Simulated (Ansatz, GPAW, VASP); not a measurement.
# One calculation of Rb2Mg, 3 ways

```
Rb Mg
1.0
    -5.00254    5.00254    3.58133
     5.00254   -5.00254    3.58133
     5.00254    5.00254   -3.58133
Rb Mg
4 2
Cartesian
  -1.6564 3.3462 3.5813
  6.6589 1.6564 0.0000
  1.6564 3.3462 0.0000
  3.3462 1.6564 3.5813
  0.0000 0.0000 1.7907
  0.0000 0.0000 5.3720
```

The cell comes from a database or a generator and needn't be the stable form of this composition.

Alike in all runs: task single point; functional LDA; k mesh 5 × 5 × 5; occupations gaussian, width 0.1 eV; no spin polarisation; no spin-orbit coupling. LDA stands for any of its common fits. Pressure is positive in compression and, in plane waves, holds the error of the finite cutoff, which Ansatz's Pulay term estimates and takes out.

```tsv
program and potentials	plane-wave cutoff (eV)	notes	pressure (GPa)
Ansatz, Ansatz PAW	420	potentials made for PBE, which Ansatz adapts in part; 9.33 valence electrons an atom on average	-0.71
GPAW, the program's PAW data sets (release 1.2.1) made for this functional	800	9.33 valence electrons an atom on average	-0.72
VASP, LDA PAW files Mg_pv, Rb_sv, 520 eV	520	8.67 valence electrons an atom on average	-0.74
```

Force on atom 2 (Rb), eV/Å:

```
                                                    program and potentials      x      y      z
                                                        Ansatz, Ansatz PAW  0.018  0.018  0.000
GPAW, the program's PAW data sets (release 1.2.1) made for this functional  0.018  0.018  0.000
                                  VASP, LDA PAW files Mg_pv, Rb_sv, 520 eV  0.017  0.017  0.000
```

The pressure spans -0.74 (VASP, LDA PAW files Mg_pv, Rb_sv, 520 eV) to -0.71 GPa (Ansatz, Ansatz PAW).

Differences between rows come from potentials, basis sets and numerical settings, since the functional is the same but for its coding. Runs on potential files found faulty are left out.
